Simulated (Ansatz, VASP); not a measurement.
# Cross-check of WSe2 between VASP and Ansatz, part 2 of 2

One calculation is typed for both programs; each brings its own data sets and cutoff. How far apart do they land?

VASP 6.6.1 and Ansatz 0.2.0.

So far. Step 3 (Ansatz: single point, PBEsol): The run ends at a pressure of -1.24 GPa, with forces up to 0.13 eV/Å.

**6. Ansatz: single point, PBEsol, volume scaled by 1.015**

Level of this step: Ansatz beside VASP: Kohn-Sham DFT, plane waves, PBEsol (Ansatz).

The same cell, functional, mesh and smearing now go to Ansatz, which takes its cutoff from its data sets.

The structure compared here is the end of the VASP relaxation.

The input, input.yaml:

```yaml
crystal:
  lattice:
    - [3.27209261, 0.0, 0.0]
    - [-1.63604631, 2.83371533, 0.0]
    - [0.0, 0.0, 13.38384972]
  atoms:
    - { symbol: W, position: [0.66666667, 0.33333333, 0.75] }
    - { symbol: W, position: [0.33333333, 0.66666667, 0.25] }
    - { symbol: Se, position: [0.66666667, 0.33333333, 0.37503471] }
    - { symbol: Se, position: [0.33333333, 0.66666667, 0.87503471] }
    - { symbol: Se, position: [0.66666667, 0.33333333, 0.12496529] }
    - { symbol: Se, position: [0.33333333, 0.66666667, 0.62496529] }
hamiltonian:
  xc: pbesol
  pseudopotentials: { kind: paw }
kpoints:
  mp_grid: { grid: [8, 8, 2] }
scf:
  occupations: { method: gaussian, width: 0.03 }
  n_extra_bands: 5
output:
  forces: true
  stress: true
  eigenvalues: true
  write_density: true
  write_potential: true
  elf: true
  volumetric_format: npy
```

On the command line:

```
> ansatz run input.yaml --threads 4 --pin off --max-ram 9216MiB --backend cpu --events-out ev --progress --plain --runs-dir out
```

Numbers of over 12 decimals in the logs are rounded to 6 here.

The log of the run:

```text
[...]
Crystal: 6 atoms, lattice volume = 124.097 Å³
Basis set: ecut = 420 eV, 2457 PW (Γ), exchange–correlation on 48×48×180 points (8 copies of the dense FFT grid, shifted against one another)
Bands: 51, of which v1, the nominal top of the filled ones, is band 46 counted from 1 (45 counted from 0)
Symmetry: 24 space group operations
[...]
k-points: 20 of 128
[...]
k-point 0: bands = [... 42 lower, 10.9686, 11.0623, 11.2862, 12.3135, 15.1593, 15.1593, 15.1928, 15.1928, ... 1 higher]
  k-point 1: bands = [... 42 lower, 10.9520, 10.9520, 12.0686, 12.0686, 15.1676, 15.1676, 15.1676, 15.1676, ... 1 higher]
  k-point 2: bands = [... 42 lower, 10.7861, 11.3278, 11.4183, 11.9964, 14.4360, 14.7434, 14.8637, 14.9112, ... 1 higher]
  k-point 19: bands = [... 42 lower, 9.7944, 9.7944, 11.9549, 11.9549, 14.0423, 14.0423, 14.9669, 14.9669, ... 1 higher]
[key lines of the parts left out:]
SCF converged after 7 iterations
Free energy (F): -42213.532205 eV
Fermi energy:    12.921774 eV
P = ⅓ Tr σ = -0.0946 GPa (-0.946 kbar)
```

Elapsed: 2.1 s, on 4 threads of Arm Neoverse V2, shared host; peak memory 0.65 GiB.

The run ends at a pressure of -0.09 GPa, with forces up to 0.016 eV/Å.

**7. Side by side**

What differs besides the data sets and the points named for the pairs above, as far as they apply: the cutoff is 420 eV in Ansatz and 450 eV in VASP. Total energies have different zeros and are not compared.

Compared:

| quantity | Ansatz | VASP | difference |
| --- | --- | --- | --- |
| pressure (GPa) | -0.09 | -0.31 | +0.21 |
| gap on the k mesh (eV) | 1.218 | 1.215 | +0.003 |

At this near-relaxed geometry the largest component of a force difference is 13 meV/Å. A gap on the mesh is an upper bound, since the band edges may lie between its points; neither run holds spin-orbit coupling, which can move the band edges of a compound of W.

**8. Further runs**

Further runs change the set-up of one program: Ansatz's method, potentials or start, or VASP's data sets, cutoff or form of LDA. The table gives Ansatz less VASP for each quantity, since a change that brings one quantity closer may part another.

| run | r.m.s. force difference (meV/Å) | pressure (GPa) | gap on the k mesh (eV) |
| --- | --- | --- | --- |
| as above | 5.9 | 0.21 | 0.0033 |
| Ansatz's all-electron LAPW method | 7.7 | 0.25 | 0.0049 |

**9. VASP: relaxation, LDA, DFT+U**

This run makes the geometry at which the two programs are then compared. The cell compared in this pair holds 121.43 Å³, against 124.10 Å³ for the pair before.

The input, INCAR:

```
SYSTEM = WSe2
PREC = Accurate
ENCUT = 450
EDIFF = 1E-06
NELM = 100
ISMEAR = 0
SIGMA = 0.03
LREAL = .FALSE.
ALGO = Normal
GGA = CA
NBANDS = 24
LDAU = .TRUE.
LDAUTYPE = 2
LDAUL = 2 -1
LDAUU = 6.2 0
LDAUJ = 0 0
LDAUPRINT = 1
LASPH = .TRUE.
LMAXMIX = 4
LORBIT = 11
LWAVE = .FALSE.
LCHARG = .FALSE.
KPAR = 4
IBRION = 2
NSW = 30
ISIF = 4
EDIFFG = -0.01
```

The input, POSCAR:

```
WSe2
1.0
    3.2967928377      0.0000000000      0.0000000000
   -1.6483964189      2.8551063486      0.0000000000
    0.0000000000      0.0000000000     12.9010957295
W Se
2 4
Direct
    0.6666666667      0.3333333333      0.7500000000
    0.3333333333      0.6666666667      0.2500000000
    0.6666666667      0.3333333333      0.3812398397
    0.3333333333      0.6666666667      0.8812398397
    0.6666666667      0.3333333333      0.1187601603
    0.3333333333      0.6666666667      0.6187601603
```

The input, KPOINTS:

```
Automatic mesh
0
Gamma
8 8 2
0 0 0
```

Potentials, in the order of the species: W and Se (LDA family, release 64).

On the command line:

```
> mpirun -np 4 vasp_std
```

The log of the run:

```text
[banner, memory and clock lines left out]
running    4 mpi-ranks, on    1 nodes
[...]
LDA part: xc-table for (Slater(with rela. corr.)+CA(PZ))
 , standard interpolation
 POSCAR, INCAR and KPOINTS ok, starting setup
[...]
entering main loop
       N       E                     dE             d eps       ncg     rms          rms(c)
DAV:   1     0.173743164349E+03    0.17374E+03   -0.14428E+04   960   0.116E+03
DAV:   2    -0.229970452615E+02   -0.19674E+03   -0.18879E+03  1320   0.230E+02
DAV:   3    -0.363667774136E+02   -0.13370E+02   -0.13284E+02  1312   0.637E+01
DAV:   4    -0.365923133416E+02   -0.22554E+00   -0.22503E+00  1312   0.846E+00
[...]
DAV:  15    -0.336487759530E+02   -0.57152E-04   -0.87267E-04  1096   0.213E-01    0.179E-02
DAV:  16    -0.336487791847E+02   -0.32318E-05   -0.53058E-05  1232   0.590E-02    0.858E-03
DAV:  17    -0.336487790496E+02    0.13517E-06   -0.89056E-07   800   0.778E-03
   1 F= -.33648779E+02 E0= -.33648779E+02  d E =-.336488E+02
[... from here on, the cycles between the ionic steps are left out ...]
   2 F= -.33654063E+02 E0= -.33654063E+02  d E =-.528373E-02
   3 F= -.33654073E+02 E0= -.33654073E+02  d E =-.529347E-02
   4 F= -.33656177E+02 E0= -.33656177E+02  d E =-.210436E-02
   5 F= -.33657097E+02 E0= -.33657097E+02  d E =-.302436E-02
   6 F= -.33657176E+02 E0= -.33657176E+02  d E =-.310322E-02
[...]
reached required accuracy - stopping structural energy minimisation
```

From OUTCAR (step 9):

```text
  Total       -0.3933718     -0.3933718     -0.3713895      0.0000000     -0.0000000      0.0000000
  in kB       -5.1900702     -5.1900702     -4.9000409      0.0000000     -0.0000000      0.0000000
  external PRESSURE =      -5.0933937 kB  Pullay stress =       0.0000000 kB

 POSITION                                       TOTAL-FORCE (eV/Angst)
 -----------------------------------------------------------------------------------
      1.64345      0.94885      9.73416        -0.000000      0.000000     -0.000000
     -0.00000      1.89769      3.24472        -0.000000      0.000000     -0.000000
      1.64345      0.94885      4.92797         0.000000      0.000000      0.003172
     -0.00000      1.89769     11.41741        -0.000000      0.000000      0.003172
      1.64345      0.94885      1.56148         0.000000     -0.000000     -0.003172
     -0.00000      1.89769      8.05092        -0.000000     -0.000000     -0.003172
 -----------------------------------------------------------------------------------
    total drift:                               -0.000000      0.000000     -0.000000

  FREE ENERGIE OF THE ION-ELECTRON SYSTEM (eV)
  ---------------------------------------------------
  free  energy   TOTEN  =       -33.6571757401 eV

  energy  without entropy=      -33.6571757401  energy(sigma->0) =      -33.65717574

[... 2 parts as in an earlier step ...]

[... 2 further parts left out ...]
[key lines of the parts left out:]
E-fermi :   5.5649
```

**10. Ansatz: single point, LDA, DFT+U, volume scaled by 1.015**

The same cell, functional (in two slightly different forms), mesh and smearing now go to Ansatz, which takes its cutoff from its data sets.

The structure compared here is the end of the VASP relaxation.

The input, input.yaml:

```yaml
crystal:
  lattice:
    - [3.28689816, 0.0, 0.0]
    - [-1.64344908, 2.8465373, 0.0]
    - [0.0, 0.0, 12.978886]
  atoms:
    - { symbol: W, position: [0.66666667, 0.33333333, 0.75] }
    - { symbol: W, position: [0.33333333, 0.66666667, 0.25] }
    - { symbol: Se, position: [0.66666667, 0.33333333, 0.37969098] }
    - { symbol: Se, position: [0.33333333, 0.66666667, 0.87969098] }
    - { symbol: Se, position: [0.66666667, 0.33333333, 0.12030902] }
    - { symbol: Se, position: [0.33333333, 0.66666667, 0.62030902] }
hamiltonian:
  xc: lda
  pseudopotentials: { kind: paw }
  hubbard: { sites: [{ species: W, l: d, u_eff: 6.2 }] }
kpoints:
  mp_grid: { grid: [8, 8, 2] }
scf:
  occupations: { method: gaussian, width: 0.03 }
  n_extra_bands: 5
output:
  forces: true
  stress: true
  eigenvalues: true
```

On the command line:

```
> ansatz run input.yaml --threads 4 --pin off --max-ram 9216MiB --backend cpu --events-out ev --progress --plain --runs-dir out
```

The log of the run:

```text
W: projections on atomic orbitals take those of the free atom [Kr 4d10 4f14] 5s2 5p6 5d4 6s2, of charge +0.00 (hamiltonian.pseudopotentials.projection_atoms); the dataset's partial waves leave at most 6.5e-5 of an orbital's norm unspanned inside its sphere
[...]
k-point 1: bands = [... 42 lower, 11.3455, 11.3455, 12.0724, 12.0724, 15.3679, 15.3679, 15.3679, 15.3679, ... 1 higher]
  k-point 2: bands = [... 42 lower, 11.0639, 11.1155, 11.7927, 11.8765, 14.5531, 14.9515, 15.0176, 15.0408, ... 1 higher]
  k-point 19: bands = [... 42 lower, 10.0683, 10.0683, 12.0287, 12.0287, 13.7176, 13.7176, 15.2053, 15.2053, ... 1 higher]
Occupation matrices written to <dir>
[key lines of the parts left out:]
SCF converged after 10 iterations
Free energy (F): -41780.928967 eV
Fermi energy:    12.856649 eV
P = ⅓ Tr σ = -4.2657 GPa (-42.657 kbar)
```

Elapsed: 2.5 s, on 4 threads; peak memory 0.69 GiB.

The run ends at a pressure of -4.27 GPa, with forces up to 0.51 eV/Å.

**11. Differences**

What differs besides the data sets and the points named for the pairs above, as far as they apply: U acts on the PAW sphere in VASP and on atomic orbitals in Ansatz, so only states and trends compare; the two LDA forms differ slightly; VASP's log shows a relativistic correction to its local exchange, Ansatz's none. Total energies have different zeros and are not compared.

Both answers:

| quantity | Ansatz | VASP | difference |
| --- | --- | --- | --- |
| pressure (GPa) | -4.27 | -0.51 | -3.76 |
| gap on the k mesh (eV) | 1.281 | 1.102 | +0.180 |

At this near-relaxed geometry the largest component of a force difference is 517 meV/Å. A gap on the mesh is an upper bound, since the band edges may lie between its points; neither run holds spin-orbit coupling, which can move the band edges of a compound of W.

**12. Summary of results**

```
r.m.s. force difference (single point, PBEsol)                                     : 7.9 meV/Å
difference in gap on the k mesh (single point, PBEsol, volume scaled by 1.015)     : 0.0033 eV
difference in gap on the k mesh (single point, LDA, DFT+U, volume scaled by 1.015) : 0.18 eV
r.m.s. force difference (single point, LDA, DFT+U, volume scaled by 1.015)         : 244 meV/Å
difference in pressure (single point, LDA, DFT+U, volume scaled by 1.015)          : -3.8 GPa
```

The r.m.s. force difference is 244 meV/Å (single point, LDA, DFT+U, volume scaled by 1.015). Single point, PBEsol, volume scaled by 1.015, Ansatz's all-electron LAPW method: r.m.s. force difference goes from 5.9 to 7.7 meV/Å; the difference in gap on the k mesh goes from 0.0033 to 0.0049 eV. How closely two codes agree says nothing of how well the functional describes the real material.

[Lines on the potential files, build, host, timing and source positions are cut from VASP's logs without a mark.]

[Logs are printed without paths, hosts, clocks, repeated set-up lines and the standing remarks that a program may print on its own settings, such as how far it seeks lower states.]

[Hosts, paths, dates, database ids (printed as entryN), source tags and the programs' standing remarks are cut or masked in the printed files.]
